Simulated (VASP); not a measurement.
Here is the system:

```yaml
crystal:
  lattice:
    - [0.00000, 1.80664, 1.80664]
    - [1.80664, 0.00000, 1.80664]
    - [1.80664, 1.80664, 0.00000]
  atoms:
    - { symbol: B, position: [0.00000, 0.00000, 0.00000] }
    - { symbol: N, position: [0.75000, 0.75000, 0.75000] }
```

Computed with r2SCAN meta-GGA, VASP's PBE PAW potentials (set 64) (plane waves; VASP 6.6.1). Numerical set-up: PREC = Normal, EDIFF = 1E-5, 450 eV cut-off, 14×14×14 Γ-centred mesh, Gaussian smearing of 0.050 eV, potentials B N.

At this cut-off the stress carries a Pulay error, which pulls relaxed volumes low.

**Question.** Give the stress tensor in GPa (positive for a compressed cell).

**Answer.** 
```
-1.85   0.00   0.00
 0.00  -1.85   0.00
 0.00   0.00  -1.85
```
The pressure is its mean diagonal, -1.85 GPa.

The compound is BN in the zinc blende structure. It was relaxed first.
